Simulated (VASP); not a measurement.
# A VASP study of ZrTiSi2 (LDA): structure first, properties next, part 5 of 6

What structure does ZrTiSi2 take at this level, and what are its properties? The cell is invented: it takes the structure of a Materials Project entry for ZrTiC2 (space group 166 there), with some of its atoms replaced by other elements, volume scaled by an estimate. It may not be a known or stable phase. The atoms of the start are displaced at random from the sites of a R-3m cell.

VASP 6.6.1, plane waves and PAW; the level of theory is named at each step.

Still holding for the runs below: The k-mesh is coarse for a metal.

So far. Step 9 (Volume scan with LDA, volume scale 0.96): The run ends at a pressure of 5.78 GPa, with forces up to 0.035 eV/Å.

### Step 10. Volume scan with LDA, volume scale 0.98

Level of this step: LDA; plane waves and PAW (Zr_sv, Ti_sv, Si); invented cell (VASP).

INCAR

```
SYSTEM = ZrTiSi2
PREC = Accurate
ENCUT = 400
EDIFF = 1E-06
NELM = 100
ISMEAR = -1
SIGMA = 0.05
LREAL = .FALSE.
ALGO = Normal
GGA = CA
NBANDS = 22
LORBIT = 11
LWAVE = .FALSE.
LCHARG = .FALSE.
KPAR = 2
ISIF = 2
```

POSCAR

```
ZrTiSi2
1.0
    1.8479888844      1.0669368837      5.6446473111
   -1.8479888844      1.0669368837      5.6446473111
    0.0000000000     -2.1338737575      5.6446473111
Zr Ti Si
1 1 2
Direct
    0.0000000000      0.0000000000      0.0000000000
    0.5000000000      0.5000000000      0.5000000000
    0.2426801816      0.2426801816      0.2426801816
    0.7573198184      0.7573198184      0.7573198184
```

KPOINTS

```
Automatic mesh
0
Gamma
6 6 6
0 0 0
```

Potentials, in the order of the species: Zr_sv, Ti_sv and Si (LDA family, release 64).

Launch:

```
$ mpirun -np 2 vasp_std
```

What it wrote:

```text
[... set-up lines as in an earlier step ...]
 entering main loop
       N       E                     dE             d eps       ncg     rms          rms(c)
DAV:   1     0.268754098522E+03    0.26875E+03   -0.13690E+04  1408   0.126E+03
DAV:   2    -0.964383202619E+01   -0.27840E+03   -0.26850E+03  1498   0.383E+02
DAV:   3    -0.342181824901E+02   -0.24574E+02   -0.23500E+02  2574   0.952E+01
DAV:   4    -0.353976840582E+02   -0.11795E+01   -0.11739E+01  1762   0.190E+01
[...]
DAV:  12    -0.322425144176E+02    0.10029E-03   -0.25430E-04  1992   0.144E-01    0.325E-02
DAV:  13    -0.322425131085E+02    0.13091E-05   -0.33170E-05  1972   0.454E-02    0.106E-02
DAV:  14    -0.322425130647E+02    0.43799E-07   -0.13820E-06  1284   0.904E-03
   1 F= -.32242513E+02 E0= -.32239116E+02  d E =-.679458E-02
```

Elapsed: 29 s, on 2 MPI ranks of Intel Xeon Platinum 8259CL at 2.50GHz (Skylake/Cascade Lake), shared host; peak memory 0.39 GiB; 56 s of CPU time.

Parts of OUTCAR (step 10):

```text
  Total        1.1769147      1.1769148      1.1291203      0.0000000      0.0000000      0.0000000
  in kB       28.2377081     28.2377081     27.0909754      0.0000000      0.0000000      0.0000000
  external PRESSURE =      27.8554638 kB  Pullay stress =       0.0000000 kB

 POSITION                                       TOTAL-FORCE (eV/Angst)
 -----------------------------------------------------------------------------------
      0.00000      0.00000      0.00000        -0.000000     -0.000000     -0.000000
      0.00000      0.00000      8.46697         0.000000     -0.000000      0.000000
      0.00000      0.00000      4.10953        -0.000000     -0.000000     -0.014383
      0.00000      0.00000     12.82441        -0.000000      0.000000      0.014383
 -----------------------------------------------------------------------------------
    total drift:                                0.000000      0.000000     -0.000000

  FREE ENERGIE OF THE ION-ELECTRON SYSTEM (eV)
  ---------------------------------------------------
  free  energy   TOTEN  =       -32.2425130647 eV

  energy  without entropy=      -32.2357184802  energy(sigma->0) =      -32.23911577

[... 1 part as in an earlier step ...]

[... 2 further parts left out ...]
[key lines of the parts left out:]
E-fermi :   9.1516
```

The pressure falls from 5.78 to 2.79 GPa.

The run ends at a pressure of 2.79 GPa, with forces up to 0.014 eV/Å.

### Step 11. Volume scan with LDA, volume scale 1

INCAR is that of step 10.

POSCAR

```
ZrTiSi2
1.0
    1.8604756746      1.0741461354      5.6827879769
   -1.8604756746      1.0741461354      5.6827879769
    0.0000000000     -2.1482922608      5.6827879769
Zr Ti Si
1 1 2
Direct
    0.0000000000      0.0000000000      0.0000000000
    0.5000000000      0.5000000000      0.5000000000
    0.2426801816      0.2426801816      0.2426801816
    0.7573198184      0.7573198184      0.7573198184
```

KPOINTS is that of step 10.

Launch:

```
$ mpirun -np 2 vasp_std
```

What it wrote:

```text
[... set-up lines as in an earlier step ...]
 entering main loop
       N       E                     dE             d eps       ncg     rms          rms(c)
[... 1 cycle as in an earlier step ...]
DAV:   2    -0.895685154229E+01   -0.28172E+03   -0.27165E+03  1508   0.386E+02
DAV:   3    -0.340795748518E+02   -0.25123E+02   -0.24304E+02  2496   0.985E+01
DAV:   4    -0.354999161777E+02   -0.14203E+01   -0.14127E+01  1836   0.206E+01
[... 3 cycles as in an earlier step ...]
DAV:   8    -0.322843894761E+02    0.48480E+00   -0.11871E+00  1902   0.803E+00    0.290E+00
DAV:   9    -0.322632500780E+02    0.21139E-01   -0.30896E-01  2050   0.373E+00    0.916E-01
DAV:  10    -0.322564429115E+02    0.68072E-02   -0.41645E-02  1882   0.181E+00    0.239E-01
DAV:  11    -0.322568032157E+02   -0.36030E-03   -0.12534E-03  1786   0.288E-01    0.114E-01
DAV:  12    -0.322567037947E+02    0.99421E-04   -0.26269E-04  1994   0.141E-01    0.313E-02
DAV:  13    -0.322567039001E+02   -0.10532E-06   -0.28606E-05  1956   0.413E-02    0.111E-02
DAV:  14    -0.322567038486E+02    0.51458E-07   -0.13402E-06  1472   0.872E-03
   1 F= -.32256704E+02 E0= -.32253340E+02  d E =-.672813E-02
```

Run time: 30 s. Hardware: 2 MPI ranks; peak memory 0.4 GiB; 59 s of CPU time.

Parts of OUTCAR (step 11):

```text
  Total        0.0384046      0.0384046      0.0115231     -0.0000000      0.0000000      0.0000000
  in kB        0.9030117      0.9030117      0.2709437     -0.0000000      0.0000000      0.0000000
  external PRESSURE =       0.6923224 kB  Pullay stress =       0.0000000 kB

 POSITION                                       TOTAL-FORCE (eV/Angst)
 -----------------------------------------------------------------------------------
      0.00000      0.00000      0.00000         0.000000     -0.000000      0.000000
      0.00000      0.00000      8.52418        -0.000000     -0.000000      0.000000
      0.00000      0.00000      4.13730         0.000000      0.000000      0.005444
      0.00000      0.00000     12.91106         0.000000     -0.000000     -0.005444
 -----------------------------------------------------------------------------------
    total drift:                                0.000000      0.000000     -0.000000

  FREE ENERGIE OF THE ION-ELECTRON SYSTEM (eV)
  ---------------------------------------------------
  free  energy   TOTEN  =       -32.2567038486 eV

  energy  without entropy=      -32.2499757220  energy(sigma->0) =      -32.25333979

[... 2 parts as in an earlier step ...]

[... 1 further part left out ...]
[key lines of the parts left out:]
E-fermi :   8.9145
```

The pressure falls from 2.79 to 0.07 GPa.

The run ends at a pressure of 0.07 GPa, with forces up to 0.0054 eV/Å.

### Step 12. Volume scan with LDA, volume scale 1.02

INCAR is that of step 11.

POSCAR

```
ZrTiSi2
1.0
    1.8727970646      1.0812598933      5.7204234312
   -1.8727970646      1.0812598933      5.7204234312
    0.0000000000     -2.1625197765      5.7204234312
Zr Ti Si
1 1 2
Direct
    0.0000000000      0.0000000000      0.0000000000
    0.5000000000      0.5000000000      0.5000000000
    0.2426801816      0.2426801816      0.2426801816
    0.7573198184      0.7573198184      0.7573198184
```

KPOINTS is that of step 11.

Launch:

```
$ mpirun -np 2 vasp_std
```

What it wrote:

```text
[... set-up lines as in an earlier step ...]
 entering main loop
       N       E                     dE             d eps       ncg     rms          rms(c)
DAV:   1     0.269814184768E+03    0.26981E+03   -0.13680E+04  1408   0.125E+03
DAV:   2    -0.836977992157E+01   -0.27818E+03   -0.26780E+03  1462   0.381E+02
DAV:   3    -0.340772127775E+02   -0.25707E+02   -0.24718E+02  2480   0.977E+01
DAV:   4    -0.355765750648E+02   -0.14994E+01   -0.14906E+01  1808   0.208E+01
[...]
DAV:  12    -0.322487144321E+02    0.66740E-04   -0.25389E-04  1960   0.133E-01    0.280E-02
DAV:  13    -0.322487161854E+02   -0.17533E-05   -0.20059E-05  1836   0.321E-02    0.968E-03
DAV:  14    -0.322487159185E+02    0.26687E-06   -0.13224E-06  1282   0.829E-03
   1 F= -.32248716E+02 E0= -.32245428E+02  d E =-.657578E-02
```

Run time: 30 s. Hardware: 2 MPI ranks; peak memory 0.41 GiB; 57 s of CPU time.

OUTCAR, selected parts (step 12):

```text
  Total       -1.0362100     -1.0362100     -1.0391413     -0.0000000     -0.0000000      0.0000000
  in kB      -23.8868088    -23.8868088    -23.9543810     -0.0000000     -0.0000000      0.0000000
  external PRESSURE =     -23.9093329 kB  Pullay stress =       0.0000000 kB

 POSITION                                       TOTAL-FORCE (eV/Angst)
 -----------------------------------------------------------------------------------
      0.00000      0.00000      0.00000         0.000000     -0.000000      0.000000
      0.00000      0.00000      8.58064        -0.000000     -0.000000     -0.000000
      0.00000      0.00000      4.16470        -0.000000      0.000000      0.023850
      0.00000      0.00000     12.99657        -0.000000     -0.000000     -0.023850
 -----------------------------------------------------------------------------------
    total drift:                                0.000000      0.000000     -0.000000

  FREE ENERGIE OF THE ION-ELECTRON SYSTEM (eV)
  ---------------------------------------------------
  free  energy   TOTEN  =       -32.2487159185 eV

  energy  without entropy=      -32.2421401411  energy(sigma->0) =      -32.24542803

[... 1 part as in an earlier step ...]

[... 2 further parts left out ...]
[key lines of the parts left out:]
E-fermi :   8.6851
```

The pressure falls from 0.07 to -2.39 GPa, so it vanishes between these two volumes.

### Step 13. Volume scan with LDA, volume scale 1.04

INCAR is that of step 12.

POSCAR

```
ZrTiSi2
1.0
    1.8849584253      1.0882812582      5.7575700787
   -1.8849584253      1.0882812582      5.7575700787
    0.0000000000     -2.1765625062      5.7575700787
Zr Ti Si
1 1 2
Direct
    0.0000000000      0.0000000000      0.0000000000
    0.5000000000      0.5000000000      0.5000000000
    0.2426801816      0.2426801816      0.2426801816
    0.7573198184      0.7573198184      0.7573198184
```

KPOINTS is that of step 12.

Launch:

```
$ mpirun -np 2 vasp_std
```

What it wrote:

```text
[... set-up lines as in an earlier step ...]
 entering main loop
       N       E                     dE             d eps       ncg     rms          rms(c)
DAV:   1     0.268655189586E+03    0.26866E+03   -0.13537E+04  1408   0.125E+03
DAV:   2    -0.925766345521E+01   -0.27791E+03   -0.26787E+03  1462   0.381E+02
DAV:   3    -0.342165434291E+02   -0.24959E+02   -0.24078E+02  2516   0.970E+01
DAV:   4    -0.356398767313E+02   -0.14233E+01   -0.14152E+01  1854   0.203E+01
[...]
DAV:  12    -0.322205669717E+02    0.53737E-04   -0.29614E-04  1956   0.135E-01    0.254E-02
DAV:  13    -0.322205690411E+02   -0.20694E-05   -0.20237E-05  1864   0.346E-02    0.930E-03
DAV:  14    -0.322205688366E+02    0.20452E-06   -0.10477E-06  1262   0.724E-03
   1 F= -.32220569E+02 E0= -.32217374E+02  d E =-.639048E-02
```

Wall time 30 s (2 MPI ranks); peak memory 0.41 GiB; 58 s of CPU time.

OUTCAR, selected parts (step 13):

```text
  Total       -2.0586791     -2.0586791     -2.0281947      0.0000000     -0.0000000      0.0000000
  in kB      -46.5442289    -46.5442289    -45.8550138      0.0000000     -0.0000000      0.0000000
  external PRESSURE =     -46.3144905 kB  Pullay stress =       0.0000000 kB

 POSITION                                       TOTAL-FORCE (eV/Angst)
 -----------------------------------------------------------------------------------
      0.00000      0.00000      0.00000        -0.000000     -0.000000     -0.000000
      0.00000      0.00000      8.63636         0.000000     -0.000000     -0.000000
      0.00000      0.00000      4.19174        -0.000000      0.000000      0.041627
      0.00000      0.00000     13.08097        -0.000000     -0.000000     -0.041627
 -----------------------------------------------------------------------------------
    total drift:                                0.000000      0.000000     -0.000000

  FREE ENERGIE OF THE ION-ELECTRON SYSTEM (eV)
  ---------------------------------------------------
  free  energy   TOTEN  =       -32.2205688366 eV

  energy  without entropy=      -32.2141783578  energy(sigma->0) =      -32.21737360

[... 1 part as in an earlier step ...]

[... 2 further parts left out ...]
[key lines of the parts left out:]
E-fermi :   8.4636
```

The pressure falls from -2.39 to -4.63 GPa.

The run ends at a pressure of -4.63 GPa, with forces up to 0.042 eV/Å.

### Step 14. Volume scan with LDA, volume scale 1.06

A prediction first. A parabola through the 6 pressures of evenly scaled cells so far, P = 0.06 -129.7 t +259 t² GPa with t = ln(V/V₁) and V₁ the volume at scale 1, gives -6.61 GPa at t = +0.0583.

INCAR is that of step 13.

POSCAR

```
ZrTiSi2
1.0
    1.8969648536      1.0952131728      5.7942434884
   -1.8969648536      1.0952131728      5.7942434884
    0.0000000000     -2.1904263354      5.7942434884
Zr Ti Si
1 1 2
Direct
    0.0000000000      0.0000000000      0.0000000000
    0.5000000000      0.5000000000      0.5000000000
    0.2426801816      0.2426801816      0.2426801816
    0.7573198184      0.7573198184      0.7573198184
```

KPOINTS is that of step 13.

Launch:

```
$ mpirun -np 2 vasp_std
```

What it wrote:

```text
[... set-up lines as in an earlier step ...]
 entering main loop
       N       E                     dE             d eps       ncg     rms          rms(c)
DAV:   1     0.266850200459E+03    0.26685E+03   -0.13528E+04  1408   0.124E+03
DAV:   2    -0.102659865545E+02   -0.27712E+03   -0.26758E+03  1488   0.378E+02
DAV:   3    -0.343866238640E+02   -0.24121E+02   -0.23289E+02  2482   0.951E+01
DAV:   4    -0.356880394018E+02   -0.13014E+01   -0.12946E+01  1838   0.194E+01
[...]
DAV:  12    -0.321742076104E+02    0.31839E-04   -0.30071E-04  1982   0.131E-01    0.245E-02
DAV:  13    -0.321742067770E+02    0.83336E-06   -0.29038E-05  1960   0.434E-02    0.865E-03
DAV:  14    -0.321742066602E+02    0.11687E-06   -0.13729E-06  1322   0.844E-03
   1 F= -.32174207E+02 E0= -.32171096E+02  d E =-.622153E-02
```

Elapsed: 30 s, on 2 MPI ranks; peak memory 0.4 GiB.

OUTCAR, selected parts (step 14):

```text
  Total       -3.0292779     -3.0292779     -2.9588152      0.0000000     -0.0000000      0.0000000
  in kB      -67.1960533    -67.1960534    -65.6330361      0.0000000     -0.0000000      0.0000000
  external PRESSURE =     -66.6750476 kB  Pullay stress =       0.0000000 kB

 POSITION                                       TOTAL-FORCE (eV/Angst)
 -----------------------------------------------------------------------------------
      0.00000      0.00000      0.00000         0.000000     -0.000000      0.000000
      0.00000      0.00000      8.69137        -0.000000     -0.000000     -0.000000
      0.00000      0.00000      4.21844         0.000000      0.000000      0.058877
      0.00000      0.00000     13.16429         0.000000     -0.000000     -0.058877
 -----------------------------------------------------------------------------------
    total drift:                                0.000000      0.000000     -0.000000

  FREE ENERGIE OF THE ION-ELECTRON SYSTEM (eV)
  ---------------------------------------------------
  free  energy   TOTEN  =       -32.1742066602 eV

  energy  without entropy=      -32.1679851339  energy(sigma->0) =      -32.17109590

[... 1 part as in an earlier step ...]

[... 2 further parts left out ...]
[key lines of the parts left out:]
E-fermi :   8.2500
```

The pressure falls from -4.63 to -6.67 GPa. The parabola predicted -6.61 GPa, +0.05 GPa off.

### Step 15. Side by side

Times are for 2 MPI ranks of Intel Xeon Platinum 8259CL at 2.50GHz (Skylake/Cascade Lake), shared host. The runs compared:

| no. | volume scale | energy above the lowest point (meV/atom) | pressure (GPa) | time | memory (GiB) |
| --- | --- | --- | --- | --- | --- |
| 1 | 0.94 | 29.52 | 9.087 | 29 s | 0.41 |
| 2 | 0.96 | 13.2 | 5.780 | 29 s | 0.4 |
| 3 | 0.98 | 3.56 | 2.786 | 29 s | 0.39 |
| 4 | 1 | 0 | 0.06923 | 30 s | 0.4 |
| 5 | 1.02 | 1.98 | -2.391 | 30 s | 0.41 |
| 6 | 1.04 | 8.99 | -4.631 | 30 s | 0.41 |
| 7 | 1.06 | 20.56 | -6.668 | 30 s | 0.4 |

### Step 16. Fit for LDA

This step: Birch-Murnaghan fit, LDA; plane waves and PAW; invented cell (VASP 6.6.1).

Derived from the runs above.

Numbers from this step:

```yaml
pressure_derivative_of_the_bulk_modulus: 3.771
r_m_s_error_of_the_fit: 3.39e-6 eV/atom
minimum_inside_the_sampled_range: yes
bulk_modulus: 128.7 GPa
equilibrium_volume_of_the_fit: 17.08 Å³/atom
```

Energy above the fitted minimum against volume:

```
volume (Å³/atom)  energy above the fitted minimum (eV/atom)
          16.013                                     0.0296
          16.354                                     0.0132
          16.694                                    0.00360
          17.035                                     4.1e-5
          17.376                                    0.00202
          17.716                                    0.00903
          18.057                                     0.0206
```

The fitted volume lies +0.25 % from the relaxed one. At a finite cutoff and mesh the minimum of the energy and the zero of the stress don't quite coincide, and the relaxation stops at a threshold. The atoms bear forces along the scan, since they were held; freeing them would lower the modulus.

[end of part 5 of 6]

[Lines on the potential files, build, host, timing and source positions are cut from VASP's logs without a mark.]

[Logs are printed without paths, hosts, clocks, repeated set-up lines and the standing remarks that a program may print on its own settings, such as how far it seeks lower states.]

[Hosts, paths, dates, database ids (printed as entryN), source tags and the programs' standing remarks are cut or masked in the printed files.]

[A measured line is paired with the nearest computed mode of its activity, which favours agreement.]
